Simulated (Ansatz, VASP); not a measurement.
# One calculation of HfSc2N2, two programs

```
Hf Sc N
1.0
     4.10750    0.00000    0.00000
    -2.05375    3.55720    0.00000
     0.00000    0.00000    5.87094
Hf Sc N
1 2 2
Direct
  0.00000 0.00000 0.50000
  0.33333 0.66667 0.50000
  0.66667 0.33333 0.50000
  0.00000 0.00000 0.18591
  0.00000 0.00000 0.81409
```

Alike in both runs: task single point; functional PBE; k mesh 6 × 6 × 4; occupations gaussian, width 0.1 eV; no spin polarisation.

|  | VASP | Ansatz |
| --- | --- | --- |
| version | VASP 6.6.1 | Ansatz 0.2.0 |
| potentials or method | VASP PAW PBE potentials, release 64 (Hf_pv, Sc_sv, N) | scalar-relativistic, plane waves, PAW |
| plane-wave cutoff (eV) | 520 | 420 |
| valence electrons in the cell | 42 | 58 |

|  | VASP | Ansatz | Ansatz less VASP |
| --- | --- | --- | --- |
| gap on the k mesh at the Fermi level (eV) | none | none | - |
| rms of the force components (eV/Å) | 1.343 | 1.192 | -0.1505 |

Atom by atom the forces differ by 0.150 eV/Å (rms over components). A gap of «none» marks a metal or a gap that the smearing closes. The two sets of potentials don't hold the same shells in valence.

Caveats: forces of over 1 eV/Å show positions far from the minimum, so gaps and moduli don't describe the material at rest. The runs have no spin-orbit coupling, so splittings on Hf are missing.
